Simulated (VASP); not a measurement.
# BaLiF3 (P4/mmm) in VASP: notebook

The runs below take BaLiF3 through single point, with LDA.

Program: VASP 6.6.1. These are calculated values, not measurements. Logs are shortened: lines on timing, memory, paths and dates and some standing lists are left out, and cuts for length are marked.

### 1 The cell of the first run

It takes space group P4/mmm (No. 123, tetragonal). Conventional cell: a = 4.048 Å, b = 4.048 Å, c = 3.929 Å, α = 90.00°, β = 90.00°, γ = 90.00°. Ba (site symmetry 4/mmm) is surrounded by 12 F at 2.82 to 2.86 Å. Li (site symmetry 4/mmm) has 6 F at 1.96 to 2.02 Å as nearest neighbours. F (site symmetry mmm) is surrounded by 2 Li at 2.02 Å. F (site symmetry 4/mmm) is surrounded by 2 Li at 1.96 Å.

The cell comes from a database or a generator and needn't be the stable form of this composition.

### 2 Single point, LDA (strain +0.015 along x and y, -0.015 along z, atoms carried along)

Contents of INCAR:

```
PREC = Accurate
ENCUT = 520
EDIFF = 1E-7
ISMEAR = 0
SIGMA = 0.05
LREAL = False
LASPH = True
NELM = 100
ALGO = Normal
ISIF = 2
LWAVE = False
LCHARG = True
GGA = CA
LELF = True
LVHAR = True
NBANDS = 25
```

Contents of KPOINTS:

```
Automatic mesh
0
Gamma
  6 6 6
```

Contents of POSCAR:

```
BaLiF3
1.0
    4.0484103646      0.0000000000      0.0000000000
    0.0000000000      4.0484103646      0.0000000000
    0.0000000000      0.0000000000      3.9287529154
Ba Li F
1 1 3
Direct
    0.0000000000      0.0000000000      0.0000000000
    0.5000000000      0.5000000000      0.5000000000
    0.0000000000      0.5000000000      0.5000000000
    0.5000000000      0.5000000000      0.0000000000
    0.5000000000      0.0000000000      0.5000000000
```

Potentials or basis: VASP PAW LDA potentials, release 64 (Ba_sv, Li_sv, F).

Run with:

```bash
> cat potpaw_LDA.64/Ba_sv/POTCAR potpaw_LDA.64/Li_sv/POTCAR potpaw_LDA.64/F/POTCAR > POTCAR
> mpirun -np 1 vasp_std > vasp.out
```

OUTCAR:

```text
PREC = Accurate
   ENCUT = 520
   EDIFF = 1E-7
   ISMEAR = 0
   LREAL = False
   LASPH = True
   NELM = 100
   ISIF = 2
   GGA = CA

 ion  position               nearest neighbor table
   1  0.000  0.000  0.000-   3 2.82   5 2.82   3 2.82   5 2.82   3 2.82   3 2.82   5 2.82   5 2.82
                             4 2.86   4 2.86   4 2.86   4 2.86   2 3.47   2 3.47   2 3.47   2 3.47
   2  0.500  0.500  0.500-   4 1.96   4 1.96   5 2.02   3 2.02   5 2.02   3 2.02   1 3.47   1 3.47
                             1 3.47   1 3.47   1 3.47   1 3.47   1 3.47   1 3.47
   3  0.000  0.500  0.500-   2 2.02   2 2.02   1 2.82   1 2.82   1 2.82   1 2.82
   4  0.500  0.500  0.000-   2 1.96   2 1.96   1 2.86   1 2.86   1 2.86   1 2.86
   5  0.500  0.000  0.500-   2 2.02   2 2.02   1 2.82   1 2.82   1 2.82   1 2.82

  LATTYP: Found a simple tetragonal cell.
 ALAT       =     4.0484103646
 C/A-ratio  =     0.9704433498

  Lattice vectors:

 A1 = (   4.0484103646,   0.0000000000,   0.0000000000)
 A2 = (   0.0000000000,   4.0484103646,   0.0000000000)
 A3 = (   0.0000000000,   0.0000000000,   3.9287529154)

Analysis of symmetry for initial positions (statically):
=====================================================================
 Subroutine PRICEL returns:
 Original cell was already a primitive cell.

 Routine SETGRP: Setting up the symmetry group for a
 simple tetragonal supercell.

 Subroutine GETGRP returns: Found 16 space group operations
 (whereof 16 operations were pure point group operations)
 out of a pool of 16 trial point group operations.

The static configuration has the point symmetry D_4h.

Analysis of symmetry for dynamics (positions and initial velocities):
=====================================================================
 Subroutine PRICEL returns:
 Original cell was already a primitive cell.

 Routine SETGRP: Setting up the symmetry group for a
 simple tetragonal supercell.

 Subroutine GETGRP returns: Found 16 space group operations
 (whereof 16 operations were pure point group operations)
 out of a pool of 16 trial point group operations.

The dynamic configuration has the point symmetry D_4h.

 Subroutine INISYM returns: Found 16 space group operations
 (whereof 16 operations are pure point group operations),
 and found     1 'primitive' translations

----------------------------------------------------------------------------------------

                                     Primitive cell

[... 97 lines left out ...]
   LREAL  =      F    real-space projection
   EDIFFG = 0.1E-05   stopping-criterion for IOM
   NSW    =      0    number of steps for IOM
   IBRION =     -1    ionic relax: 0-MD 1-quasi-New 2-CG
   NFREE  =      0    steps in history (QN), initial steepest desc. (CG)
   ISIF   =      2    stress and relaxation
   ISYM   =      2    0-nonsym 1-usesym 2-fastsym
   POTIM  = 0.5000    time-step for ionic-motion
   TEBEG  =    0.0;   TEEND  =   0.0 temperature during run
   PSTRESS=    0.0 pullay stress
   NELECT =      34.0000    total number of electrons
   NUPDOWN=      -1.0000    fix difference up-down
   EMIN   =  10.00;   EMAX   =-10.00  energy-range for DOS
   EFERMI =   0.00;   METHOD = LEGACY
   ISMEAR =     0;   SIGMA  =   0.05  broadening in eV -4-tet -1-fermi 0-gaus
   EFERMI_NEDOS =   21; number of points for ismear=-14 and -15
   IALGO  =     38    algorithm
   IMIX   =      4    mixing-type and parameters
     AMIX     =   0.40;   BMIX     =  1.00
     AMIX_MAG =   1.60;   BMIX_MAG =  1.00
  volume/ion in A,a.u.               =      12.88        86.91
  Fermi-wavevector in a.u.,A,eV,Ry     =   1.323203  2.500491 23.821988  1.750867
  Thomas-Fermi vector in A             =   2.452828
   LORBIT       =      0    0 simple, 1 ext, 2 COOP (PROOUT), +10 PAW based schemes
   GGA     = CA    functional components
   LHFCALC =     F    Hartree Fock is set to
   AEXX    =    0.0000 exact exchange contribution
   IVDW    =     0    specifies the selected vdW correction
   LEPSILON=     F    determine dielectric tensor
   LRPA    =     F    only Hartree local field effects (RPA)
 non-spin polarized calculation
 Gauss-broadening in eV      SIGMA  =   0.05
  energy-cutoff  :      520.00
  volume of cell :       64.39
 maximum number of plane-waves:      1756
   NGX = 15   NGY = 15   NGZ = 15

 number of electron      33.9999973 magnetization

 Free energy of the ion-electron system (eV)
  ---------------------------------------------------
  ext. energy  EPLUGINS =         0.00000000
  ---------------------------------------------------
  free energy    TOTEN  =       -29.18270883 eV

  energy without entropy =      -29.18270883  energy(sigma->0) =      -29.18270883

 E-fermi :  -0.6267     XC(G=0): -10.6606

 val. band max:       -0.9281342137   @ k =   0.0000   0.0000   0.0000
 cond. band min:       5.3594786824   @ k =   0.0000   0.0000   0.0000
 fundamental gap:      6.2876128961
 Fermi energy:        -0.6266649313

 k-point     1 :       0.0000    0.0000    0.0000
  band No.  band energies     occupation
      1     -40.5925      2.00000
      2     -24.3817      2.00000
      3     -20.1345      2.00000
      4     -19.7847      2.00000
      5     -19.6730      2.00000
      6      -9.4332      2.00000
[... 661 lines left out ...]
     24      12.0971      0.00000
     25      14.1586      0.00000

 [... further k-points ...]

------------------------ aborting loop because EDIFF is reached ----------------------------------------

  FORCE on cell =-STRESS in cart. coord.  units (eV):
  Direction    XX          YY          ZZ          XY          YZ          ZX
  --------------------------------------------------------------------------------------
  -------------------------------------------------------------------------------------
  Total       -2.7123031     -2.7123031     -1.7755544      0.0000000      0.0000000      0.0000000
  in kB      -67.4877636    -67.4877636    -44.1794984      0.0000000      0.0000000      0.0000000
  external PRESSURE =     -59.7183419 kB  Pullay stress =       0.0000000 kB

 VOLUME and BASIS-vectors are now :
 -----------------------------------------------------------------------------
  energy-cutoff  :      520.00
  volume of cell :       64.39
      direct lattice vectors                 reciprocal lattice vectors
     4.048410365  0.000000000  0.000000000     0.247010533  0.000000000  0.000000000
     0.000000000  4.048410365  0.000000000     0.000000000  0.247010533  0.000000000
     0.000000000  0.000000000  3.928752915     0.000000000  0.000000000  0.254533696

 POSITION                                       TOTAL-FORCE (eV/Angst)
 -----------------------------------------------------------------------------------
      0.00000      0.00000      0.00000         0.000000      0.000000      0.000000
      2.02421      2.02421      1.96438         0.000000      0.000000      0.000000
      0.00000      2.02421      1.96438         0.000000      0.000000      0.000000
      2.02421      2.02421      0.00000         0.000000      0.000000      0.000000
      2.02421      0.00000      1.96438         0.000000      0.000000      0.000000
 -----------------------------------------------------------------------------------
    total drift:                                0.000000      0.000000     -0.000000

  FREE ENERGIE OF THE ION-ELECTRON SYSTEM (eV)
  ---------------------------------------------------
  free  energy   TOTEN  =       -29.1827088339 eV

  energy  without entropy=      -29.1827088339  energy(sigma->0) =      -29.18270883
```

OSZICAR:

```text
N       E                     dE             d eps       ncg     rms          rms(c)
DAV:   1     0.217293653666E+03    0.21729E+03   -0.18719E+04  2000   0.138E+03
DAV:   2    -0.174292177210E+02   -0.23472E+03   -0.22703E+03  2357   0.322E+02
DAV:   3    -0.307716952942E+02   -0.13342E+02   -0.13282E+02  3265   0.690E+01
DAV:   4    -0.312777597901E+02   -0.50606E+00   -0.50528E+00  2834   0.930E+00
DAV:   5    -0.312829858636E+02   -0.52261E-02   -0.52258E-02  2881   0.894E-01    0.871E+00
DAV:   6    -0.293054290363E+02    0.19776E+01   -0.62559E+00  2150   0.194E+01    0.406E+00
DAV:   7    -0.292384713676E+02    0.66958E-01   -0.40404E-01  2881   0.364E+00    0.217E+00
DAV:   8    -0.291851425426E+02    0.53329E-01   -0.10129E-01  2651   0.254E+00    0.346E-01
DAV:   9    -0.291827909742E+02    0.23516E-02   -0.14676E-02  2838   0.798E-01    0.130E-01
DAV:  10    -0.291827647573E+02    0.26217E-04   -0.23583E-03  2330   0.315E-01    0.427E-02
DAV:  11    -0.291827083636E+02    0.56394E-04   -0.20022E-04  2543   0.104E-01    0.138E-02
DAV:  12    -0.291827089751E+02   -0.61146E-06   -0.16555E-05  2625   0.235E-02    0.494E-03
DAV:  13    -0.291827089285E+02    0.46543E-07   -0.16245E-06  2670   0.892E-03    0.247E-03
DAV:  14    -0.291827088339E+02    0.94616E-07   -0.21233E-07  2036   0.334E-03
   1 F= -.29182709E+02 E0= -.29182709E+02  d E =-.454916E-19
```

Wall time 48 s (1 thread of Intel Xeon Platinum 8488C (Sapphire Rapids), shared host); peak memory 0.18 GiB.

Results:

```
Free energy            : -29.1827 eV
Band gap on the k mesh : 6.29 eV, direct
```

Caveat: the cutoff is under 1.25 times the usual one of these potentials, so pressure, stress and relaxed cells hold a basis-set (Pulay) error; spin-orbit coupling is left out, which moves the levels of the heavy elements.

[end of part 1 of 2]
